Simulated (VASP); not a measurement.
Computed with PBE GGA, VASP's PBE PAW potentials (set 64) (plane waves; VASP).

Input for VASP

File KPOINTS:
```
Automatic mesh
0
Gamma
6 6 6
0 0 0
```

**POSCAR**
```
MnS
6.5210320
  0.8164965300   0.4082482650   0.4082482650
  0.4082482650   0.8164965300   0.4082482650
  0.4082482650   0.4082482650   0.8164965300
Mn S
2 2
Cart
  0.0000000000   0.0000000000   0.0000000000
  0.8164965300   0.8164965300   0.8164965300
  0.4082482650   0.4082482650   0.4082482650
  1.2247447950   1.2247447950   1.2247447950
```

INCAR:
```
# general
SYSTEM =MnS
PREC   =Accurate
ENCUT  =400   # plane-wave cut-off (eV)
LREAL  =F   # projection in real space or not
LASPH  =T   # aspherical one-centre terms

# electronic loop
EDIFF  =1E-6   # SCF stop (eV)
NELM   =100
ALGO   =Normal   # blocked Davidson
LMAXMIX=4   # l cut-off of mixed one-centre charges

# smearing
ISMEAR =0
SIGMA  =0.05   # width (eV)

# functional
GGA    =PE   # PBE

# spin
ISPIN  =2
MAGMOM =5.0 -5.0 2*0.0

# ions
ISIF   =2   # forces and stress, cell fixed

# output
LWAVE  =F
LCHARG =F
LORBIT =10
```

POTCAR, in this order: Mn_pv S (PBE.64 set). Program: vasp_std.

Output of the run:

OSZICAR:
```
       N       E                     dE             d eps       ncg     rms          rms(c)
DAV:   1     0.312351273966E+03    0.31235E+03   -0.18927E+04  3456   0.146E+03
DAV:   2     0.124203889731E+00   -0.31223E+03   -0.30812E+03  2986   0.415E+02
DAV:   3    -0.296693311426E+02   -0.29794E+02   -0.29321E+02  4214   0.117E+02
DAV:   4    -0.305291378222E+02   -0.85981E+00   -0.85918E+00  3518   0.194E+01
DAV:   5    -0.305453394750E+02   -0.16202E-01   -0.16195E-01  3743   0.325E+00    0.145E+01
DAV:   6    -0.279751989548E+02    0.25701E+01   -0.21096E+01  4085   0.413E+01    0.128E+01
DAV:   7    -0.282422568188E+02   -0.26706E+00   -0.18202E+00  3306   0.122E+01    0.763E+00
DAV:   8    -0.282482584270E+02   -0.60016E-02   -0.30268E-01  4040   0.565E+00    0.350E+00
DAV:   9    -0.282426671077E+02    0.55913E-02   -0.55100E-02  3924   0.253E+00    0.586E-01
DAV:  10    -0.282483175383E+02   -0.56504E-02   -0.53497E-03  3514   0.652E-01    0.257E-01
DAV:  11    -0.282486580106E+02   -0.34047E-03   -0.41750E-04  3748   0.162E-01    0.162E-01
DAV:  12    -0.282488166557E+02   -0.15865E-03   -0.20107E-04  3442   0.112E-01    0.642E-02
DAV:  13    -0.282488385440E+02   -0.21888E-04   -0.31337E-05  3476   0.563E-02    0.163E-02
DAV:  14    -0.282488382360E+02    0.30800E-06   -0.16371E-05  3565   0.213E-02    0.795E-03
DAV:  15    -0.282488387962E+02   -0.56012E-06   -0.19641E-06  2161   0.174E-02
   1 F= -.28248839E+02 E0= -.28248839E+02  d E =-.917909E-15  mag=    -0.0000
```

**OUTCAR**
```
------------------------ aborting loop because EDIFF is reached ----------------------------------------
  FORCE on cell =-STRESS in cart. coord.  units (eV):
  Direction    XX          YY          ZZ          XY          YZ          ZX
  --------------------------------------------------------------------------------------
  Total       -3.4916547     -3.4916547     -3.4916547     -0.0927625     -0.0927625     -0.0927625
  in kB      -74.1241688    -74.1241688    -74.1241688     -1.9692513     -1.9692513     -1.9692513
  external PRESSURE =     -74.1241688 kB  Pullay stress =       0.0000000 kB
  volume of cell :       75.47
      direct lattice vectors                 reciprocal lattice vectors
     5.324400000  2.662200000  2.662200000     0.281721884 -0.093907295 -0.093907295
     2.662200000  5.324400000  2.662200000    -0.093907295  0.281721884 -0.093907295
     2.662200000  2.662200000  5.324400000    -0.093907295 -0.093907295  0.281721884
 POSITION                                       TOTAL-FORCE (eV/Angst)
 -----------------------------------------------------------------------------------
      0.00000      0.00000      0.00000         0.000000      0.000000     -0.000000
      5.32440      5.32440      5.32440        -0.000000     -0.000000      0.000000
      2.66220      2.66220      2.66220         0.000000      0.000000      0.000000
      7.98660      7.98660      7.98660        -0.000000      0.000000     -0.000000
 -----------------------------------------------------------------------------------
    total drift:                                0.000000     -0.000000     -0.000000
  FREE ENERGIE OF THE ION-ELECTRON SYSTEM (eV)
  ---------------------------------------------------
  free  energy   TOTEN  =       -28.2488387962 eV

  energy  without entropy=      -28.2488387962  energy(sigma->0) =      -28.24883880

 total charge

# of ion       s       p       d       tot
------------------------------------------
    1        0.199   6.138   4.924  11.261
    2        0.199   6.138   4.924  11.261
    3        1.327   2.384   0.000   3.711
    4        1.327   2.384   0.000   3.711
--------------------------------------------------
tot          3.052  17.044   9.849  29.945

 magnetization (x)

# of ion       s       p       d       tot
------------------------------------------
    1        0.022   0.015   4.231   4.267
    2       -0.022  -0.015  -4.231  -4.267
    3        0.000   0.000   0.000   0.000
    4        0.000   0.000   0.000   0.000
--------------------------------------------------
tot         -0.000   0.000   0.000  -0.000
```
(Selected blocks of OUTCAR.)

**OUTCAR**
```
 val. band max:        5.3813808521   @ k =   0.5000   0.5000   0.5000

 cond. band min:       6.4505853080   @ k =   0.5000   0.5000  -0.0000


 Fermi energy:         5.6381598986

 spin component 1

 k-point     1 :       0.0000    0.0000    0.0000
  band No.  band energies     occupation
      1     -44.7305      1.00000
      2     -44.7272      1.00000
      3     -44.7272      1.00000
      4     -40.1454      1.00000
      5     -40.1454      1.00000
      6     -40.1350      1.00000
      7      -8.0660      1.00000
      8      -6.9157      1.00000
      9      -0.3732      1.00000
     10       1.7421      1.00000
     11       1.7421      1.00000
     12       2.8578      1.00000
     13       2.8578      1.00000
     14       3.0319      1.00000
     15       4.2512      1.00000
     16       4.2512      1.00000
     17       4.2571      1.00000
     18       4.3570      1.00000
     19       4.3570      1.00000
     20       6.8746      0.00000
     21       6.8746      0.00000
     22       6.9492      0.00000
     23       7.7237      0.00000

 k-point     2 :       0.1667   -0.0000   -0.0000
  band No.  band energies     occupation
      1     -44.7301      1.00000
      2     -44.7280      1.00000
      3     -44.7272      1.00000
      4     -40.1466      1.00000
      5     -40.1455      1.00000
      6     -40.1345      1.00000
      7      -7.8473      1.00000
      8      -6.8593      1.00000
      9      -0.0359      1.00000
     10       1.5544      1.00000
     11       1.7890      1.00000
     12       2.3103      1.00000
     13       2.7177      1.00000
     14       2.9487      1.00000
     15       3.1727      1.00000
     16       3.6644      1.00000
     17       3.9207      1.00000
     18       4.5571      1.00000
     19       4.8785      1.00000
     20       6.7960      0.00000
     21       6.9848      0.00000
     22       7.0876      0.00000
     23       7.5085      0.00000
...
```

The compound is MnS in the rock salt, AFM-II order structure. The cell was not relaxed at this level.
